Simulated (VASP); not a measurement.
```
TiO2
1.0
   -1.90943     1.90943     4.85366
    1.90943    -1.90943     4.85366
    1.90943     1.90943    -4.85366
Ti O
2 4
Direct
  0.00000   0.00000   0.00000
  0.75000   0.25000   0.50000
  0.95715   0.45715   0.50000
  0.20715   0.20715   0.00000
  0.79285   0.79285   0.00000
  0.54285   0.04285   0.50000
```

Method: PBE GGA, VASP's PBE PAW potentials (set 64) (plane waves; VASP). Settings: 400 eV cut-off, 8×8×8 Γ-centred mesh, Fermi-Dirac smearing of 0.050 eV, potentials Ti_sv O.

At this cut-off the stress carries a Pulay error, which pulls relaxed volumes low.

Task: Which forces act on the atoms, in eV/Å?

Result: 
```json
[
 {"atom": "Ti1", "Fx": "0.000", "Fy": "0.000", "Fz": "0.000"},
 {"atom": "Ti2", "Fx": "0.000", "Fy": "0.000", "Fz": "0.000"},
 {"atom": "O3", "Fx": "0.000", "Fy": "0.000", "Fz": "-0.084"},
 {"atom": "O4", "Fx": "0.000", "Fy": "0.000", "Fz": "-0.084"},
 {"atom": "O5", "Fx": "0.000", "Fy": "0.000", "Fz": "0.084"},
 {"atom": "O6", "Fx": "0.000", "Fy": "0.000", "Fz": "0.084"}
]
```

Task: Give the stress tensor in GPa (positive for a compressed cell).

Result: 
```
-7.85   0.00   0.00
 0.00  -7.85   0.00
 0.00   0.00  -8.05
```
The pressure is its mean diagonal, -7.92 GPa.

The structure comes from a computed database's TiO2 entry; how it stands against other phases isn't given here. The cell was not relaxed at this level.
